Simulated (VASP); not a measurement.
A run of VASP 6.6.1 is set up as follows.

INCAR

```
  ALGO = Normal
  EDIFF = 1E-6
  EDIFFG = -0.01
  ENCUT = 600
  GGA = PE
  IBRION = 2
  ISIF = 3
  ISMEAR = 0
  IVDW = 12
  KPAR = 8
  LASPH = T
  LATTICE_CONSTRAINTS = .TRUE. .TRUE. .FALSE.
  LCHARG = F
  LREAL = F
  LWAVE = F
  NELM = 80
  NSW = 90
  PREC = Accurate
  SIGMA = 0.03
```

KPOINTS

```
k-points
0
Gamma
  9 9 1
```

POSCAR

```
PtSe2
1.0
    3.7240000000      0.0000000000      0.0000000000
   -1.8620000000      3.2250786000      0.0000000000
    0.0000000000      0.0000000000     20.5310000000
Se Pt
2 1
Direct
    0.6666666700      0.3333333300      0.4383615000
    0.3333333300      0.6666666700      0.5616385000
    0.0000000000      0.0000000000      0.5000000000
```

Potentials or basis: VASP PAW PBE potentials, release 64 (Se, Pt).

The run is started by

```sh
$ cat potpaw_PBE.64/Se/POTCAR potpaw_PBE.64/Pt/POTCAR > POTCAR
$ mpirun -np 8 vasp_std > vasp.out
```

Problem. Estimate the relaxed cell.

Solution. a = 3.705 Å, b = 3.705 Å, c = 20.531 Å, α = 90.00°, β = 90.00°, γ = 120.00°.

Problem. What does it give for the band gap on the k mesh?

Solution. 1.35 eV, indirect (least direct gap 1.58 eV).

Step by step:
```tsv
step	energy change (eV)	largest force (eV/Å)	pressure (GPa)	volume (Å³)
1	0.0000	0.5996	0.74	246.58
2	-0.0019	0.1198	-0.75	254.17
3	-0.0159	0.2171	-0.06	250.42
4	-0.0235	0.1515	-0.04	248.52
5	-0.0307	0.0001	0.01	244.13
```

Caveat: spin-orbit coupling is left out, which moves the levels of the heavy elements. Expect the measured gap to be larger: semilocal functionals such as PBE lack the derivative discontinuity.
